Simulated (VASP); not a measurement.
Calculation: r2SCAN meta-GGA, VASP's PBE PAW potentials (set 64) (plane waves; VASP 6.6.1).

VASP ran on this input.

**KPOINTS**
```
Automatic
0
Gamma
13 13 13
0 0 0
```

### KPOINTS_OPT
```
k-points along high-symmetry lines
10
Line-mode
Reciprocal
  0.000000   0.000000   0.000000 ! GAMMA
  0.000000   0.500000   0.000000 ! X

  0.000000   0.500000   0.000000 ! X
  0.500000   0.500000   0.000000 ! M

  0.500000   0.500000   0.000000 ! M
  0.000000   0.000000   0.000000 ! GAMMA

  0.000000   0.000000   0.000000 ! GAMMA
  0.500000   0.500000   0.500000 ! R

  0.500000   0.500000   0.500000 ! R
  0.000000   0.500000   0.000000 ! X

  0.500000   0.500000   0.500000 ! R
  0.500000   0.500000   0.000000 ! M
```

**INCAR**
```
SYSTEM = Te
PREC = Accurate
ENCUT = 400
EDIFF = 1E-7
NELM = 100
ALGO = Normal
LREAL = .FALSE.
LASPH = .TRUE.
ISMEAR = -5
METAGGA = R2SCAN
LMIXTAU = .TRUE.
LMAXMIX = 4
LWAVE = .FALSE.
LCHARG = .FALSE.
LORBIT = 11
NEDOS = 601
ISIF = 2
```

POSCAR:
```
Te
3.1860260
  0.9999998884   0.0000000000   0.0000000000
  0.0000000000   0.9999998884   0.0000000000
  0.0000000000   0.0000000000   0.9999998884
Te
1
Cartesian
  0.0000000000   0.0000000000   0.0000000000
```

POTCAR, in this order: Te (PBE.64 set). Program: vasp_std.

The run wrote:

### OSZICAR
```
       N       E                     dE             d eps       ncg     rms          rms(c)
DAV:   1    -0.142350128051E+02   -0.14235E+02   -0.20181E+03  1204   0.524E+02
DAV:   2    -0.261632451499E+02   -0.11928E+02   -0.11616E+02  1645   0.690E+01
DAV:   3    -0.263756876743E+02   -0.21244E+00   -0.21151E+00  1428   0.105E+01
DAV:   4    -0.263766478883E+02   -0.96021E-03   -0.96140E-03  1729   0.880E-01
DAV:   5    -0.263766530030E+02   -0.51148E-05   -0.51042E-05  1505   0.449E-02    0.583E+00
DAV:   6    -0.252675411407E+02    0.11091E+01   -0.18304E-01  1316   0.346E+00    0.394E+00
DAV:   7    -0.256036719851E+02   -0.33613E+00   -0.13455E-01  1190   0.343E+00    0.607E-01
DAV:   8    -0.253294344563E+02    0.27424E+00   -0.10651E-01  1239   0.282E+00    0.976E-02
DAV:   9    -0.253339450371E+02   -0.45106E-02   -0.28379E-03  1603   0.614E-01    0.124E-01
DAV:  10    -0.253321293024E+02    0.18157E-02   -0.72457E-04  1309   0.315E-01    0.137E-01
DAV:  11    -0.253342023114E+02   -0.20730E-02   -0.87072E-04  1239   0.335E-01    0.141E-01
DAV:  12    -0.253343516299E+02   -0.14932E-03   -0.56835E-05  1610   0.854E-02    0.860E-02
DAV:  13    -0.253343342044E+02    0.17425E-04   -0.62865E-06  1393   0.276E-02    0.694E-02
DAV:  14    -0.253343525262E+02   -0.18322E-04   -0.57776E-06  1246   0.266E-02    0.938E-03
DAV:  15    -0.253343521159E+02    0.41033E-06   -0.34540E-07  1694   0.758E-03    0.244E-03
DAV:  16    -0.253343526033E+02   -0.48740E-06   -0.21809E-07  1316   0.559E-03    0.164E-03
DAV:  17    -0.253343523725E+02    0.23082E-06   -0.14660E-08   763   0.142E-03    0.102E-03
DAV:  18    -0.253343523708E+02    0.16336E-08   -0.31072E-09   707   0.605E-04
   1 F= -.25334352E+02 E0= -.25334352E+02  d E =0.000000E+00
       N       E                     dE             ncg
```

OUTCAR:
```
------------------------ aborting loop because EDIFF is reached ----------------------------------------
  FORCE on cell =-STRESS in cart. coord.  units (eV):
  Direction    XX          YY          ZZ          XY          YZ          ZX
  --------------------------------------------------------------------------------------
  Total       -0.0143453     -0.0143453     -0.0143453      0.0000000     -0.0000000      0.0000000
  in kB       -0.7106768     -0.7106768     -0.7106768      0.0000000     -0.0000000      0.0000000
  external PRESSURE =      -0.7106768 kB  Pullay stress =       0.0000000 kB
  volume of cell :       32.34
      direct lattice vectors                 reciprocal lattice vectors
     3.186025644  0.000000000  0.000000000     0.313870669  0.000000000  0.000000000
     0.000000000  3.186025644  0.000000000     0.000000000  0.313870669  0.000000000
     0.000000000  0.000000000  3.186025644     0.000000000  0.000000000  0.313870669
 POSITION                                       TOTAL-FORCE (eV/Angst)
 -----------------------------------------------------------------------------------
      0.00000      0.00000      0.00000         0.000000      0.000000      0.000000
 -----------------------------------------------------------------------------------
    total drift:                                0.000000      0.000000     -0.000000
  FREE ENERGIE OF THE ION-ELECTRON SYSTEM (eV)
  ---------------------------------------------------
  free  energy   TOTEN  =       -25.3343523708 eV

  energy  without entropy=      -25.3343523708  energy(sigma->0) =      -25.33435237

 total charge

# of ion       s       p       d       tot
------------------------------------------
    1        1.444   1.796   0.047   3.287
```
(Selected blocks of OUTCAR.)

For a metal the tetrahedron method with Blöchl corrections gives inexact stress and forces.

The structure was generated: Te was put into the simple-cubic type (Pm-3m), which need not be its known phase. It was relaxed first.
